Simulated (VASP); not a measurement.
Energy against volume of Cu (fcc). Method: revTPSS meta-GGA, VASP's PBE PAW potentials (set 64) (plane waves; VASP).

```tsv
V (Å³/atom)	E (eV/atom)
10.601	0.70905
10.940	0.68754
11.278	0.67952
11.616	0.68280
11.955	0.69545
```

Question: Fit a third-order Birch-Murnaghan equation of state.

Answer: 
- volume per atom = 11.34 Å³/atom
- bulk modulus = 173 GPa
- pressure derivative of the bulk modulus = 5.07
- lattice constant a = 6.740 bohr

Measured: bulk modulus 144 GPa at 0 K (computed value off by +19.6 %), as given by Daniel Mejia-Rodriguez et al., Physical Review B (2018), arXiv:1807.09216 [0 K value with the zero-point phonon effect removed]; a 3.595 Å at 0 K (computed value off by -0.8 %), as given by Gábor I. Csonka et al., Physical Review B (2009), arXiv:0903.4037 [low-temperature or extrapolated to 0 K; zero-point anharmonic expansion removed].

The compound is Cu in the fcc structure. It was relaxed first.
